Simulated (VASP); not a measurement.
Computed with PBEsol GGA, VASP's PBE PAW potentials (set 64) (plane waves; VASP).

VASP ran on this input.

**INCAR**
```
SYSTEM  =  KCaF3
PREC  =  Accurate; ENCUT  =  520; LREAL  =  .FALSE.
LASPH  =  .TRUE.
EDIFF  =  1E-6; NELM  =  100; ALGO  =  Normal
ISMEAR  =  0; SIGMA  =  0.05
GGA  =  PS
IBRION  =  2; NSW  =  60; ISIF  =  3
EDIFFG  =  -0.02
LWAVE  =  .FALSE.; LCHARG  =  .FALSE.
```

POSCAR:
```
KCaF3
1.0
  4.4241250917   0.0000000000   0.0000000000
  0.0000000000   4.4241250917   0.0000000000
  0.0000000000   0.0000000000   4.4241250917
K Ca F
1 1 3
Cart
  2.2120625458   2.2120625458   2.2120625458
  0.0000000000   0.0000000000   0.0000000000
  0.0000000000   2.2120625458   0.0000000000
  2.2120625458   0.0000000000   0.0000000000
  0.0000000000   0.0000000000   2.2120625458
```

KPOINTS:
```
K-points
0
G
 5 5 5
```

POTCAR, in this order: K_sv Ca_sv F (PBE.64 set). Program: vasp_std.

The resulting files:

### OSZICAR
```
       N       E                     dE             d eps       ncg     rms          rms(c)
DAV:   1     0.392138770166E+03    0.39214E+03   -0.21973E+04   480   0.164E+03
DAV:   2    -0.437638978466E+01   -0.39652E+03   -0.39088E+03   616   0.437E+02
DAV:   3    -0.270786697662E+02   -0.22702E+02   -0.22662E+02   616   0.113E+02
DAV:   4    -0.287952358712E+02   -0.17166E+01   -0.17158E+01   888   0.178E+01
DAV:   5    -0.288028813459E+02   -0.76455E-02   -0.76454E-02   624   0.157E+00    0.924E+00
DAV:   6    -0.264890937120E+02    0.23138E+01   -0.11244E+01   496   0.201E+01    0.396E+00
DAV:   7    -0.263626662519E+02    0.12643E+00   -0.48171E-01   760   0.537E+00    0.231E+00
DAV:   8    -0.262856450525E+02    0.77021E-01   -0.17836E-01   632   0.389E+00    0.393E-01
DAV:   9    -0.262863721665E+02   -0.72711E-03   -0.28495E-02   768   0.111E+00    0.215E-01
DAV:  10    -0.262869752045E+02   -0.60304E-03   -0.25500E-03   720   0.394E-01    0.107E-01
DAV:  11    -0.262869966373E+02   -0.21433E-04   -0.20396E-04   656   0.125E-01    0.386E-02
DAV:  12    -0.262870103360E+02   -0.13699E-04   -0.97991E-05   656   0.593E-02    0.495E-03
DAV:  13    -0.262870118770E+02   -0.15410E-05   -0.67022E-06   648   0.164E-02    0.590E-03
DAV:  14    -0.262870113163E+02    0.56076E-06   -0.15111E-06   472   0.862E-03
   1 F= -.26287011E+02 E0= -.26287011E+02  d E =-.262870E+02
       N       E                     dE             d eps       ncg     rms          rms(c)
DAV:   1    -0.263038289098E+02   -0.16817E-01   -0.35925E-01   536   0.532E+00    0.976E-01
DAV:   2    -0.262895160855E+02    0.14313E-01   -0.74964E-02   504   0.193E+00    0.241E-01
DAV:   3    -0.262880793963E+02    0.14367E-02   -0.28428E-03   592   0.566E-01    0.137E-01
DAV:   4    -0.262878074557E+02    0.27194E-03   -0.21731E-03   776   0.305E-01    0.877E-02
DAV:   5    -0.262878570995E+02   -0.49644E-04   -0.18257E-04   608   0.135E-01    0.287E-02
DAV:   6    -0.262878678190E+02   -0.10719E-04   -0.85288E-05   912   0.692E-02    0.678E-03
DAV:   7    -0.262878692121E+02   -0.13931E-05   -0.26435E-06   616   0.132E-02    0.319E-03
DAV:   8    -0.262878702642E+02   -0.10521E-05   -0.27142E-07   416   0.484E-03    0.282E-04
DAV:   9    -0.262878703551E+02   -0.90944E-07   -0.41441E-08   376   0.185E-03
   2 F= -.26287870E+02 E0= -.26287870E+02  d E =-.859039E-03
```

OUTCAR:
```
------------------------ aborting loop because EDIFF is reached ----------------------------------------
  FORCE on cell =-STRESS in cart. coord.  units (eV):
  Direction    XX          YY          ZZ          XY          YZ          ZX
  --------------------------------------------------------------------------------------
  Total       -0.0376367     -0.0376367     -0.0376367     -0.0000000      0.0000000     -0.0000000
  in kB       -0.7009097     -0.7009097     -0.7009097     -0.0000000      0.0000000     -0.0000000
  external PRESSURE =      -0.7009097 kB  Pullay stress =       0.0000000 kB
  volume of cell :       86.03
      direct lattice vectors                 reciprocal lattice vectors
     4.414550537 -0.000000000 -0.000000000     0.226523627  0.000000000  0.000000000
    -0.000000000  4.414550537 -0.000000000     0.000000000  0.226523627  0.000000000
     0.000000000  0.000000000  4.414550537     0.000000000  0.000000000  0.226523627
 POSITION                                       TOTAL-FORCE (eV/Angst)
 -----------------------------------------------------------------------------------
      2.20728      2.20728      2.20728        -0.000000      0.000000      0.000000
      0.00000      0.00000      0.00000         0.000000      0.000000      0.000000
     -0.00000      2.20728     -0.00000        -0.000000      0.000000      0.000000
      2.20728     -0.00000     -0.00000         0.000000      0.000000      0.000000
      0.00000      0.00000      2.20728         0.000000      0.000000      0.000000
 -----------------------------------------------------------------------------------
    total drift:                                0.000000      0.000000     -0.000000
  FREE ENERGIE OF THE ION-ELECTRON SYSTEM (eV)
  ---------------------------------------------------
  free  energy   TOTEN  =       -26.2878703551 eV

  energy  without entropy=      -26.2878703551  energy(sigma->0) =      -26.28787036

 reached required accuracy - stopping structural energy minimisation
```
(Selected blocks of OUTCAR.)

**CONTCAR**
```
KCaF3
   1.00000000000000
     4.4145505373735840   -0.0000000000000000   -0.0000000000000000
    -0.0000000000000000    4.4145505373735840   -0.0000000000000000
     0.0000000000000000    0.0000000000000000    4.4145505373735840
  K               Ca              F
     1     1     3
Direct
     0.5000000000000000    0.5000000000000000    0.5000000000000000
     0.0000000000000000    0.0000000000000000    0.0000000000000000
     0.0000000000000000    0.5000000000000000    0.0000000000000000
     0.5000000000000000    0.0000000000000000    0.0000000000000000
     0.0000000000000000    0.0000000000000000    0.5000000000000000
```

The structure comes from a computed database's KCaF3 entry (Pm-3m); how it stands against other phases isn't given here. This run relaxes it. Symmetry was kept, so distortions that lower it aren't found. The start is the result of an earlier pass.
